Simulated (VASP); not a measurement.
Output of a VASP run:

**OSZICAR**
```
       N       E                     dE             d eps       ncg     rms          rms(c)
DAV:   1     0.124585678228E+03    0.12459E+03   -0.11475E+04  4890   0.139E+03
DAV:   2    -0.199658747022E+02   -0.14455E+03   -0.14266E+03  5933   0.336E+02
DAV:   3    -0.232097306178E+02   -0.32439E+01   -0.32113E+01  6633   0.448E+01
DAV:   4    -0.232254480891E+02   -0.15717E-01   -0.15716E-01  5471   0.369E+00
DAV:   5    -0.232255894777E+02   -0.14139E-03   -0.14138E-03  6717   0.327E-01    0.204E+01
DAV:   6    -0.225005110628E+02    0.72508E+00   -0.75658E+00  5702   0.187E+01    0.473E+00
DAV:   7    -0.223693710250E+02    0.13114E+00   -0.11849E+00  5522   0.686E+00    0.434E+00
DAV:   8    -0.223349269411E+02    0.34444E-01   -0.12546E-01  5835   0.300E+00    0.445E-01
DAV:   9    -0.223343510458E+02    0.57590E-03   -0.23031E-03  5989   0.449E-01    0.266E-01
DAV:  10    -0.223343475591E+02    0.34867E-05   -0.79472E-04  5912   0.264E-01    0.639E-02
DAV:  11    -0.223343282608E+02    0.19298E-04   -0.33260E-04  5793   0.144E-01    0.426E-02
DAV:  12    -0.223343223671E+02    0.58937E-05   -0.30937E-05  5571   0.409E-02    0.109E-02
DAV:  13    -0.223343217952E+02    0.57193E-06   -0.12514E-06  3587   0.732E-03
   1 F= -.22334322E+02 E0= -.22334151E+02  d E =-.223343E+02
```

OUTCAR:
```
------------------------ aborting loop because EDIFF is reached ----------------------------------------
  FORCE on cell =-STRESS in cart. coord.  units (eV):
  Direction    XX          YY          ZZ          XY          YZ          ZX
  --------------------------------------------------------------------------------------
  Total       -0.0061194     -0.0061194     -0.0006616      0.0000000      0.0000000      0.0000000
  in kB       -0.2385444     -0.2385444     -0.0257922      0.0000000      0.0000000      0.0000000
  external PRESSURE =      -0.1676270 kB  Pullay stress =       0.0000000 kB
  volume of cell :       41.10
      direct lattice vectors                 reciprocal lattice vectors
    -1.613393026  1.613393026  3.947361104     0.000000000  0.309905889  0.126666901
     1.613393026 -1.613393026  3.947361104     0.309905889  0.000000000  0.126666901
     1.613393026  1.613393026 -3.947361104     0.309905889  0.309905889  0.000000000
 POSITION                                       TOTAL-FORCE (eV/Angst)
 -----------------------------------------------------------------------------------
      0.00000      0.00000      5.24975        -0.000000     -0.000000      0.003763
      0.00000      0.00000      2.64497         0.000000      0.000000     -0.003763
      0.00000      0.00000      0.00000         0.000000      0.000000      0.000000
 -----------------------------------------------------------------------------------
    total drift:                               -0.000000      0.000000     -0.000000
  FREE ENERGIE OF THE ION-ELECTRON SYSTEM (eV)
  ---------------------------------------------------
  free  energy   TOTEN  =       -22.3343217952 eV

  energy  without entropy=      -22.3338097251  energy(sigma->0) =      -22.33415111

 reached required accuracy - stopping structural energy minimisation
```
(Selected blocks of OUTCAR.)

**POSCAR**
```
MoSi2
1
   -1.6133930258     1.6133930258     3.9473611040
    1.6133930258    -1.6133930258     3.9473611040
    1.6133930258     1.6133930258    -3.9473611040
Si Mo
2 1
Direct
  0.6649699049   0.6649699049   0.0000000000
  0.3350300951   0.3350300951   0.0000000000
  0.0000000000   0.0000000000   0.0000000000
```

Reconstruct the remaining input files.

This is not unique; one that fits is the input of the run itself, revPBE GGA, plane waves, VASP's PBE PAW potentials (set 64).

INCAR:
```
ENCUT = 520
SYSTEM = MoSi2
GGA = RE   ! revPBE
ISMEAR = 1
ISIF = 3   ! ions, shape and volume
LWAVE = .FALSE.
EDIFF = 1E-6
LASPH = .TRUE.
PREC = Accurate
LMAXMIX = 4   ! l cut-off of mixed one-centre charges
SIGMA = 0.1   ! width (eV)
ALGO = Normal   ! blocked Davidson
LCHARG = .FALSE.
IBRION = 2   ! conjugate gradients
LREAL = .FALSE.   ! projection in real space or not
NELM = 100
NSW = 60   ! most ionic steps
EDIFFG = -0.02   ! ionic stop
```

**KPOINTS**
```
Regular mesh
0
G
12 12 12
```

POTCAR, in this order: Si Mo_sv (PBE.64 set). Program: vasp_std.

The compound is MoSi2 in the MoSi2 type structure. It was relaxed first. The start is the result of an earlier pass.
